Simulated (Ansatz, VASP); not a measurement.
**ZrSi2P4 (ZrSi2P4 monolayer): VASP beside Ansatz**

Wanted: the spread between two codes on one cell, functional and k mesh. The structure shown is the start of the Ansatz relaxation below; VASP solves that cell, so the two are compared at the walk's first step.

Program: Ansatz 0.2.0. Level of theory: plane waves, with VASP 6.6.1 beside it; single point at PBE. Results are calculated unless marked as measured.

### 1. Starting point

The cell holds 7 atoms: 4 P, 2 Si and 1 Zr. Cell: a = 3.480 Å, b = 3.480 Å, c = 41.575 Å, α = 90.0°, β = 90.0°, γ = 120.0°. Vacuum lies along c. The height across the vacuum is the one that the program set for its solve, not the one typed.

### 2. Ansatz: relaxation, PBE

Ansatz runs on its default PAW (the set named soft_2) files.

The two programs are compared at the cell with which this relaxation starts, whose forces are those of its first step.

input.yaml reads:

```yaml
crystal:
  lattice:
    - [3.48, 0.0, 0.0]
    - [-1.74, 3.0137684052, 0.0]
    - [0.0, 0.0, 26.8875290589]
  atoms:
    - { symbol: P, position: [0.0, 0.0, 0.3347276717] }
    - { symbol: Si, position: [0.3333333333, 0.6666666667, 0.3586955766] }
    - { symbol: P, position: [0.3333333333, 0.6666666667, 0.4371706197] }
    - { symbol: Zr, position: [0.0, 0.0, 0.5] }
    - { symbol: P, position: [0.3333333333, 0.6666666667, 0.5628293803] }
    - { symbol: Si, position: [0.3333333333, 0.6666666667, 0.6413044234] }
    - { symbol: P, position: [0.0, 0.0, 0.6652723283] }
  periodic: [true, true, false]
kpoints:
  mp_grid: { grid: [9, 9, 1] }
hamiltonian:
  xc: pbe
scf:
  occupations: { method: fermi_dirac, width: 0.05 }
relax:
  f_tol: 0.01
  max_steps: 90
  cell: {}
```

Started as:

```sh
$ ansatz run input.yaml --threads 4 --pin off --max-ram 8192MiB --backend cpu --events-out ev --progress --plain --runs-dir out
```

Numbers of over 12 decimals in the logs are rounded to 6 here.

The log of the run:

```text
Warning: crystal.periodic: the lattice vector that does not repeat stood 0.000° off the slab's normal, 26.888 Å along it as the deck builds it. The run solves the slab on a vector along the normal, 41.575 Å long, with every atom where it was (on the deck's vector they left 18.00 Å outside them, and the widest stretch free of ions among them is 2.11 Å). A fractional position that the run reports is one of the run's ce [...]
crystal.periodic: the lattice vector that does not repeat stood 0.000° off the slab's normal, 26.888 Å along it as the deck builds it. The run solves the slab on a vector along the normal, 41.575 Å long, with every atom where it was (on the deck's vector they left 18.00 Å outside them, and the widest stretch free of ions among them is 2.11 Å). A fractional position that the run reports is one of the run's cell, which [...]
Engine: ansatz 0.2.0, x86_64-unknown-linux-gnu
Pseudopotentials: kind: paw
Pseudopotential: P, paw, valence charge 5, recommended cutoff 420 eV (normal), P.paw.azcp
Pseudopotential: Si, paw, valence charge 4, recommended cutoff 420 eV (normal), Si.paw.azcp
Pseudopotential: Zr, paw, valence charge 12, recommended cutoff 420 eV (normal), Zr.paw.azcp
Functional definition: PBE
  parameter kappa = 0.804
  parameter beta = 0.066725
  exchange = pbe_x(kappa = kappa, mu = beta*pi^2/3)
  correlation = pbe_c(beta = beta)
Crystal: 7 atoms, lattice volume = 436.036 Å³
Basis set: ecut = 420 eV, 8497 PW (Γ), exchange–correlation on 48×48×576 points (8 copies of the dense FFT grid, shifted against one another)
Bands: 27, of which v1, the nominal top of the filled ones, is band 20 counted from 1 (19 counted from 0)
Symmetry: 12 space group operations
Space group: P-6m2 (ITA 187), of the structure as read, at distance tolerance 7.6e-5 Å
k-points: 12 of 81 (time reversal used)
Non-local potential: P, projectors of the file, l = 0: 2, l = 1: 2, l = 2: 2
Non-local potential: Si, projectors of the file, l = 0: 2, l = 1: 2, l = 2: 2
Non-local potential: Zr, projectors of the file, l = 0: 3, l = 1: 2, l = 2: 2, l = 3: 2
PAW form: soft (Blöchl's): semilocal exchange-correlation on the pseudo side does not see the compensation charge
PAW one-centre angular grid: P, 110 points (default); XC on 64 Gauss nodes
PAW one-centre angular grid: Si, 110 points (default); XC on 64 Gauss nodes
PAW one-centre angular grid: Zr, 590 points (default); XC on 64 Gauss nodes
[...]
Basis set: ecut = 420 eV, 9187 PW (Γ), exchange–correlation on 50×50×576 points (8 copies of the dense FFT grid, shifted against one another)
Initial wavefunctions: pseudopotential atomic-orbital guess (no wavefunctions were taken with the density)
iter 1 solved again at ethr=2.20e-7 eV; its pass at ethr=3.10e-3 eV (dr2=8.80e-5 eV) is discarded
SCF iter   1: F=—  HF=-8480.798725 eV  |F-HF|=—  |Δ(HF+E_count)|=         —  Δρ=5.32e-5  dr2=1.36e-6  ethr=2.20e-7  ⟨swp⟩=5.6  Hψ=4335  notcnv=0
SCF iter   2: F=—  HF=-8480.798925 eV  |F-HF|=—  |Δ(HF+E_count)|=   2.00e-4  Δρ=3.89e-6  dr2=8.35e-8  ethr=3.40e-9  ⟨swp⟩=3.0  Hψ=718  notcnv=0
SCF iter   3: F=—  HF=-8480.798925 eV  |F-HF|=—  |Δ(HF+E_count)|=   1.96e-8  Δρ=1.88e-6  dr2=1.17e-7  ethr=2.09e-10  ⟨swp⟩=3.2  Hψ=742  notcnv=0
SCF iter   4: F=—  HF=-8480.798925 eV  |F-HF|=—  |Δ(HF+E_count)|=   4.57e-9  Δρ=6.81e-7  dr2=1.32e-8  ethr=2.09e-10  ⟨swp⟩=2.6  Hψ=514  notcnv=0
SCF iter   5: F=—  HF=-8480.798925 eV  |F-HF|=—  |Δ(HF+E_count)|=   2.08e-9  Δρ=1.63e-7  dr2=5.05e-10  ethr=3.30e-11  ⟨swp⟩=3.2  Hψ=634  notcnv=0
SCF iter   6: F=-8480.798925 eV  HF=-8480.798925 eV  |F-HF|=8.88e-10  |Δ(HF+E_count)|=  1.13e-10  Δρ=6.29e-8  dr2=1.10e-11  ethr=1.00e-12  ⟨swp⟩=8.6  Hψ=2544  notcnv=0
SCF 7 converged in 6 iterations: F = -8480.798925 eV  dr2 = 1.10e-11
relax step   7: F+E_penalty+E_count = -8480.79892481 eV  Δ(F+E_penalty+E_count) = -3.217e-3 eV  max|allowed force component| = 3.998e-3 eV/Å  Δτ_max = 0.0000 Å  P = +0.057 N/m  Ω = 475.352 Å³  fix = [c, alpha, beta]  reactions: c +0.000 N/m  stress off target by 5.68e-2 N/m on what of the cell is left free  SCF on the basis re-selected at this cell (its energy is not comparable with the rows above)  (6 SCF iters)
[...]
relax step   8: F+E_penalty+E_count = -8480.79892812 eV  Δ(F+E_penalty+E_count) = -3.313e-6 eV  max|allowed force component| = 3.428e-4 eV/Å  Δτ_max = 0.0012 Å  P = -0.004 N/m  Ω = 475.714 Å³  energy of the carried Pulay correction = -1.336e-5 eV  fix = [c, alpha, beta]  reactions: c -0.000 N/m  (6 SCF iters, dr2 threshold 2.26e-9 eV, accepted)
[...]
relax step   9: F+E_penalty+E_count = -8480.79894190 eV  Δ(F+E_penalty+E_count) = -1.378e-5 eV  max|allowed force component| = 3.562e-4 eV/Å  Δτ_max = 0.0000 Å  P = -0.003 N/m  Ω = 475.714 Å³  fix = [c, alpha, beta]  reactions: c -0.000 N/m  stress off target by 3.48e-3 N/m on what of the cell is left free  SCF on the basis re-selected at this cell (its energy is not comparable with the rows above)  (7 SCF iters)
basis re-selected at this cell: Δ(F+E_penalty+E_count) = -1.378e-5 eV, ΔP = +0.000 N/m vs the last step (what re-selecting the basis moved, of the pressure what is left beyond the Pulay correction that the steps carried, after the strain that the cell walked since its last selection, with what the two solves' SCF thresholds leave and, on support functions, any second-order correction that the steps lacked; it is no m [...]
SCF converged after 7 iterations
Free energy (F): -8480.798942 eV
Harris-Foulkes:  -8480.798942 eV  (|F-HF|=5.38e-10)
Internal energy: -8480.788159 eV  (E = F + TS)
E sigma→0 (E₀):  -8480.793550 eV
Entropy (-TS):   -0.010783 eV (-1.540 meV/atom)
Fermi energy:    -5.584161 eV
--- Per-component energies (eV) ---
  E_band       = -635.934909
  E_kinetic    = 695.229887
  E_local      = -87959.660703  (includes V_loc(G=0)·N_el)
  E_nonlocal   = 265.346802
  E_hartree    = 43502.847892
  E_xc         = -518.165223
  E_vxc        = -527.558240  (∫ρ·V_xc dr)
  E_paw        = -6256.547420  (= ΣΔE_a)
  E_vpaw       = -114.988578  (= ΣTr[D̂ρ^β])
  E_aug_tail   = 0.000050  (compensation charges beyond the density's cutoff)
  E_ewald      = 41790.160557
  E_smearing   = -0.010783  (= −TS)
  E_closure    = -0.000000  (closes the sum)
  Σ components = -8480.798942   (vs F -8480.798942, Δ=0.00e0)
--- Forces (eV/Å), atoms counted from 1 ---
  atom   1  P      0.00000000    -0.00000000    -0.00033251
  atom   2  Si    -0.00000000     0.00000000     0.00024059
  atom   3  P     -0.00000000    -0.00000000     0.00035622
  atom   4  Zr     0.00000000    -0.00000000     0.00000000
  atom   5  P     -0.00000000    -0.00000000    -0.00035622
  atom   6  Si     0.00000000     0.00000000    -0.00024059
  atom   7  P      0.00000000    -0.00000000     0.00033251
  max |Σ_I F_I| component: 5.92e-16 eV/Å
--- 2D stress c σ (N/m, compression-positive) ---
       -0.003477      -0.000000      -0.000000
       -0.000000      -0.003477      -0.000000
       -0.000000      -0.000000      -0.000000
  P = ½ c Tr σ = -0.0035 N/m
--- Relaxed structure (7 steps of the walk, 7 accepted, 2 SCFs on fresh bases) ---
  F+E_penalty+E_count = -8480.79894190 eV   max|allowed force component| = 3.562e-4 eV/Å   (the final SCF, on the basis selected at the relaxed cell)
  cell:  # Å, volume = 475.7141 Å³
    - [3.634890, 0, 0]
    - [-1.817445, 3.147907, 0]
    - [0, 0, 41.575058]
  atoms:
    - { symbol: P, position: [1.2331780188809702e-17, -4.9846748047362195e-17, 0.208522] }
    - { symbol: Si, position: [0.333333, 0.666667, 0.231937] }
    - { symbol: P, position: [0.333333, 0.666667, 0.286016] }
    - { symbol: Zr, position: [1.0573552618554981e-17, -4.9846748047362195e-17, 0.323361] }
    - { symbol: P, position: [0.333333, 0.666667, 0.360707] }
    - { symbol: Si, position: [0.333333, 0.666667, 0.414786] }
    - { symbol: P, position: [8.815325048300297e-18, -4.9846748047362195e-17, 0.438200] }
```

The column dr2 measures how far the density is from self-consistency, as an energy; F and HF (Harris–Foulkes) agree once it is small.

### 3. VASP: single point, PBE, start cell

The same cell, functional, mesh and smearing now go to VASP, with its own data sets.

Lines of VASP's logs that name or quote its potential files are left out, and so is its time.

INCAR reads:

```
SYSTEM = ZrSi2P4
PREC = Accurate
ENCUT = 400
EDIFF = 1E-06
NELM = 120
ISMEAR = -1
SIGMA = 0.05
LREAL = .FALSE.
ALGO = Normal
GGA = PE
NBANDS = 27
LASPH = .TRUE.
LORBIT = 11
LWAVE = .FALSE.
LCHARG = .FALSE.
ISIF = 2
LDIPOL = .TRUE.
IDIPOL = 3
DIPOL = 0.5 0.5 0.323
LVHAR = .TRUE.
GGA_COMPAT = .FALSE.
NELMDL = -8
KPAR = 2
```

POSCAR reads:

```
ZrSi2P4
1.0
    3.4800000000      0.0000000000      0.0000000000
   -1.7400000000      3.0137680000      0.0000000000
    0.0000000000      0.0000000000     41.5750580000
P Si Zr
4 2 1
Direct
    0.0000000000      0.0000000000      0.2164759457
    0.3333333886      0.6666667773      0.2827281203
    0.3333333886      0.6666667773      0.3639944651
    0.0000000000      0.0000000000      0.4302466397
    0.3333333886      0.6666667773      0.2319765375
    0.3333333886      0.6666667773      0.4147460480
    0.0000000000      0.0000000000      0.3233613048
```

KPOINTS reads:

```
Automatic mesh
0
Gamma
9 9 1
0 0 0
```

The projector-augmented-wave data sets are P, Si and Zr_sv (PBE family, release 64).

Started as:

```sh
$ mpirun -np 2 vasp_std
```

The log of the run:

```text
[banner, memory and clock lines left out]
running    2 mpi-ranks, on    1 nodes
 distrk:  each k-point on    1 cores,    2 groups
 distr:  one band on    1 cores,    1 groups

 POSCAR found type information on POSCAR P SiZr
 POSCAR found :  3 types and       7 ions
 LDA part: xc-table for (Slater+PW92), standard interpolation
 POSCAR, INCAR and KPOINTS ok, starting setup
 FFT: planning ... GRIDC
 FFT: planning ... GRID_SOFT
 FFT: planning ... GRID
 WAVECAR not read
 entering main loop
       N       E                     dE             d eps       ncg     rms          rms(c)
DAV:   1     0.285263898798E+03    0.28526E+03   -0.13860E+04   736   0.909E+02
DAV:   2    -0.131306604206E+02   -0.29839E+03   -0.29358E+03   891   0.236E+02
DAV:   3    -0.417550037271E+02   -0.28624E+02   -0.28424E+02   911   0.721E+01
DAV:   4    -0.436570546771E+02   -0.19021E+01   -0.18953E+01  1136   0.154E+01
DAV:   5    -0.437314063815E+02   -0.74352E-01   -0.74345E-01   936   0.211E+00
DAV:   6    -0.437323968571E+02   -0.99048E-03   -0.99045E-03  1008   0.342E-01
DAV:   7    -0.437324238663E+02   -0.27009E-04   -0.27009E-04  1064   0.466E-02
DAV:   8    -0.437324245217E+02   -0.65548E-06   -0.65561E-06   896   0.810E-03    0.191E+01
DAV:   9    -0.417882992524E+02    0.19441E+01   -0.90206E+00   771   0.113E+01    0.972E+00
DAV:  10    -0.416723919148E+02    0.11591E+00   -0.39839E+00   890   0.788E+00    0.439E+00
DAV:  11    -0.414779150595E+02    0.19448E+00   -0.27665E+00   836   0.592E+00    0.172E+00
DAV:  12    -0.414346193105E+02    0.43296E-01   -0.30546E-01   907   0.240E+00    0.564E-01
DAV:  13    -0.414310956578E+02    0.35237E-02   -0.29256E-02   944   0.922E-01    0.308E-01
DAV:  14    -0.414315553449E+02   -0.45969E-03   -0.99378E-03   818   0.440E-01    0.211E-01
[...]
DAV:  21    -0.414316186541E+02   -0.89366E-05   -0.14469E-06   560   0.586E-03    0.471E-03
DAV:  22    -0.414316501368E+02   -0.31483E-04   -0.51870E-06   617   0.588E-03    0.360E-03
DAV:  23    -0.414316586139E+02   -0.84772E-05   -0.52492E-07   616   0.262E-03    0.327E-03
DAV:  24    -0.414316694659E+02   -0.10852E-04   -0.24660E-07   495   0.217E-03    0.272E-03
DAV:  25    -0.414316732048E+02   -0.37389E-05   -0.72589E-08   431   0.114E-03    0.108E-03
DAV:  26    -0.414316794012E+02   -0.61963E-05   -0.11696E-07   508   0.110E-03    0.108E-03
DAV:  27    -0.414316832106E+02   -0.38095E-05   -0.92245E-08   487   0.105E-03    0.118E-03
DAV:  28    -0.414316839770E+02   -0.76638E-06   -0.10697E-08   420   0.475E-04
   1 F= -.41431684E+02 E0= -.41421668E+02  d E =-.200317E-01
```

Parts of OUTCAR (step 3):

```text
ion  position               nearest neighbor table
   1  0.000  0.000  0.216-   5 2.11   5 2.11   5 2.11
   2  0.333  0.667  0.283-   5 2.11   7 2.62   7 2.62   7 2.63
   3  0.333  0.667  0.364-   6 2.11   7 2.62   7 2.62   7 2.62
   4  0.000  0.000  0.430-   6 2.11   6 2.11   6 2.11
   5  0.333  0.667  0.232-   1 2.11   1 2.11   2 2.11   1 2.11
   6  0.333  0.667  0.415-   4 2.11   4 2.11   3 2.11   4 2.11
   7  0.000  0.000  0.323-   3 2.62   3 2.62   3 2.62   2 2.62   2 2.62   2 2.63

  LATTYP: Found a hexagonal cell.
 ALAT       =     3.4800000000
 C/A-ratio  =    11.9468557471

 Subroutine GETGRP returns: Found 12 space group operations
 (whereof  6 operations were pure point group operations)

The static configuration has the point symmetry C_3v.
 The point group associated with its full space group is D_3h.

 Found     12 irreducible k-points:

   k-points           NKPTS =     12   k-points in BZ     NKDIM =     12   number of bands    NBANDS=     27

   dimension x,y,z NGX =    24 NGY =   24 NGZ =  280
   dimension x,y,z NGXF=    48 NGYF=   48 NGZF=  560

   ENCUT  =  400.0 eV  29.40 Ry    5.42 a.u.   5.67  5.67 67.80*2*pi/ulx,y,z

   NELECT =      40.0000    total number of electrons

 k-points in reciprocal lattice and weights: Automatic mesh
   0.00000000  0.00000000  0.00000000       0.012
   0.11111111  0.00000000  0.00000000       0.074
   0.22222222  0.00000000  0.00000000       0.074
   0.33333333  0.00000000  0.00000000       0.074
   0.44444444  0.00000000  0.00000000       0.074
   0.11111111  0.11111111  0.00000000       0.074
   0.22222222  0.11111111  0.00000000       0.148
   0.33333333  0.11111111  0.00000000       0.148
   0.44444444  0.11111111  0.00000000       0.074
   0.22222222  0.22222222  0.00000000       0.074
   0.33333333  0.22222222  0.00000000       0.148
   0.33333333  0.33333333  0.00000000       0.025

 dipolmoment           0.000000      0.000000      0.000006 electrons x Angstroem

 average (electrostatic) potential at core
       1 -90.1735       2 -89.1768       3 -89.1767       4 -90.1733       5 -91.7314
       6 -91.7312       7 -84.6453

 E-fermi :  -1.4461

 k-point     1 :       0.0000    0.0000    0.0000
  band No.  band energies     occupation
    ...
     14      -4.2985      2.00000
     15      -4.0113      2.00000
     16      -2.5166      2.00000
     17      -2.2614      2.00000
     18      -2.2614      2.00000
     19      -1.2464      0.03623
     20      -1.2464      0.03622
     21      -1.1408      0.00446
     22       0.5567      0.00000
     23       0.5567      0.00000
    ...

 k-point     2 :       0.1111    0.0000    0.0000
  band No.  band energies     occupation
    ...
     16      -2.7857      2.00000
     17      -2.5183      2.00000
     18      -2.1116      2.00000
     19      -1.7041      1.98860
     20      -1.4812      1.33785
     21      -1.0581      0.00085
     22       0.3450      0.00000
     23       0.4210      0.00000
     24       1.0170      0.00000
     25       1.1637      0.00000
    ...

 k-point     3 :       0.2222    0.0000    0.0000
  band No.  band energies     occupation
    ...
     16      -3.4480      2.00000
     17      -3.0232      2.00000
     18      -2.4093      2.00000
     19      -1.9886      1.99996
     20      -1.7658      1.99667
     21      -1.3109      0.12556
     22      -0.2462      0.00000
     23      -0.1830      0.00000
     24       1.5637      0.00000
     25       1.5874      0.00000
    ...

  Total       13.0821967     13.0821932     13.9454258      0.0000000      0.0000000     -0.0000000
  in kB       48.0694700     48.0694571     51.2413352      0.0000000      0.0000000     -0.0000000
  external PRESSURE =      49.1267541 kB  Pullay stress =       0.0000000 kB

  energy-cutoff  :      400.00
  volume of cell :      436.04
      direct lattice vectors                 reciprocal lattice vectors
     3.480000000  0.000000000  0.000000000     0.287356322  0.165905272  0.000000000
    -1.740000000  3.013768000  0.000000000     0.000000000  0.331810544  0.000000000
     0.000000000  0.000000000 41.575058000     0.000000000  0.000000000  0.024052883

 POSITION                                       TOTAL-FORCE (eV/Angst)
 -----------------------------------------------------------------------------------
      0.00000      0.00000      9.00000         0.000000      0.000000     -3.652173
     -0.00000      2.00918     11.75444        -0.000000     -0.000000      2.738432
     -0.00000      2.00918     15.13309        -0.000000     -0.000000     -2.738432
      0.00000      0.00000     17.88753         0.000000      0.000000      3.652173
     -0.00000      2.00918      9.64444         0.000000      0.000000      1.210995
     -0.00000      2.00918     17.24309         0.000000      0.000000     -1.210995
      0.00000      0.00000     13.44377        -0.000000      0.000000      0.000000
 -----------------------------------------------------------------------------------
    total drift:                               -0.000000     -0.000175      0.001118

  FREE ENERGIE OF THE ION-ELECTRON SYSTEM (eV)
  ---------------------------------------------------
  free  energy   TOTEN  =       -41.4316839770 eV

  energy  without entropy=      -41.4116523002  energy(sigma->0) =      -41.42166814

 vacuum level on the upper side and lower side of the slab         3.623         3.623

 total charge
# of ion       s       p       d       tot
------------------------------------------
    1        1.018   1.675   0.000   2.693
    2        1.034   1.565   0.000   2.599
    3        1.034   1.565   0.000   2.599
    4        1.018   1.675   0.000   2.693
    5        0.739   1.016   0.000   1.755
    6        0.739   1.016   0.000   1.755
    7        2.166   6.005   1.687   9.857
--------------------------------------------------
tot          7.747  14.516   1.687  23.950

[... 3 further parts left out ...]
```

### 4. Differences

Known differences besides the potentials themselves: Ansatz cuts the interaction across the vacuum, VASP repeats the sheet with a dipole correction; the cutoff is 420 eV in Ansatz and 400 eV in VASP. Total energies have different zeros and are not compared.

Forces (eV/Å; atoms numbered as in POSCAR):

| atom | Ansatz x, y, z | VASP x, y, z |
| --- | --- | --- |
| P1 | 0.000, 0.000, -3.656 | 0.000, 0.000, -3.652 |
| P2 | 0.000, 0.000, 2.763 | 0.000, 0.000, 2.738 |
| P3 | 0.000, 0.000, -2.763 | 0.000, 0.000, -2.738 |
| P4 | 0.000, 0.000, 3.656 | 0.000, 0.000, 3.652 |
| Si5 | 0.000, 0.000, 1.195 | 0.000, 0.000, 1.211 |
| Si6 | 0.000, 0.000, -1.195 | 0.000, 0.000, -1.211 |
| Zr7 | 0.000, 0.000, 0.000 | 0.000, 0.000, 0.000 |

The forces differ by 9.2 meV/Å r.m.s., which is 0.6 % of the r.m.s. force of 1.457 eV/Å (both taken over all components). With vacuum in the cell, a pressure given here is an average over mostly empty space and none of the material.

### 5. Summary of results

* r.m.s. force difference (single point, PBE, start cell): 0.63 % of the r.m.s. force

The r.m.s. force difference is 0.63 % of the r.m.s. force (single point, PBE, start cell), within the 3 % picked in this series as the mark of a large difference. 1 further run of this series is not shown here. Such differences can come from data sets, numerical settings and the points named under the comparisons, not from the functional's error against experiment.

[Lines on the potential files, build, host, timing and source positions are cut from VASP's logs without a mark.]

[Logs are printed without paths, hosts, clocks, repeated set-up lines and the standing remarks that a program may print on its own settings, such as how far it seeks lower states.]

[Hosts, paths, dates, database ids (printed as entryN), source tags and the programs' standing remarks are cut or masked in the printed files.]
